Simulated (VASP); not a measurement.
The system is MgTi3O4.

```
CELL_PARAMETERS angstrom
5.13889 0.00000 0.00000
-2.56945 4.45041 0.00000
0.00000 0.00000 4.99297
ATOMIC_POSITIONS crystal
Mg 0.00000 0.00000 0.00000
Ti 0.50000 0.00000 0.50000
Ti 0.00000 0.50000 0.50000
Ti 0.50000 0.50000 0.50000
O 0.50000 0.00000 0.00000
O 0.00000 0.50000 0.00000
O 0.50000 0.50000 0.00000
O 0.00000 0.00000 0.50000
```

The cell was built by a generator and needn't be a form met in nature.

```yaml
Program: VASP 6.6.1
Task: relaxation of cell and atoms
Functional: PBE
Potentials_or_basis: VASP PAW PBE potentials, release 64 (Mg, Ti_sv, O)
Cutoff: 520 eV
k_mesh: 3 × 3 × 3
Occupations: gaussian, width 0.15 eV
Spin: no spin polarisation
```

At the start: pressure -20.4 GPa; volume 14.27 Å³/atom.

Question: Where does the relaxation end?

Answer: Over 12 steps the energy falls by 1139.5 meV/atom and the volume is 12.99 Å³/atom (-9.0 %); space group P6/mmm (No. 191, to 0.05 Å).

The path:
```
step  energy change (eV)  largest force (eV/Å)  pressure (GPa)  volume (Å³)
   1              0.0000                0.0000          -20.41       114.19
   2             -7.2393                0.0000            7.29        85.57
   3             -7.4213                0.0000           18.92        82.35
   4             -4.8120                0.0000           62.48        85.53
   5             -7.8717                0.0000           26.50        83.42
   6             -8.9630                0.0000           -6.83       103.53
   7             -8.9847                0.0000           -1.28        99.38
   8             -8.9883                0.0000           -2.19       100.27
   9             -9.0782                0.0000            2.95       103.49
  10             -9.1115                0.0000            1.25       102.43
  11             -9.1115                0.0000            1.15       102.47
  12             -9.1156                0.0000            0.07       103.94
```

Final structure:
```
Mg Ti O
1.0
     5.63338    0.00000    0.00000
    -2.81669    4.87865    0.00000
     0.00000    0.00000    3.78193
Mg Ti O
1 3 4
Direct
  0.00000 0.00000 0.00000
  0.50000 0.00000 0.50000
  0.00000 0.50000 0.50000
  0.50000 0.50000 0.50000
  0.50000 0.00000 0.00000
  0.00000 0.50000 0.00000
  0.50000 0.50000 0.00000
  0.00000 0.00000 0.50000
```

Caveat: the k mesh is coarse (spacing up to 0.47 Å⁻¹), so the values aren't converged; the relaxation stopped at a loose force limit of 0.08 eV/Å, so its end isn't a converged minimum.
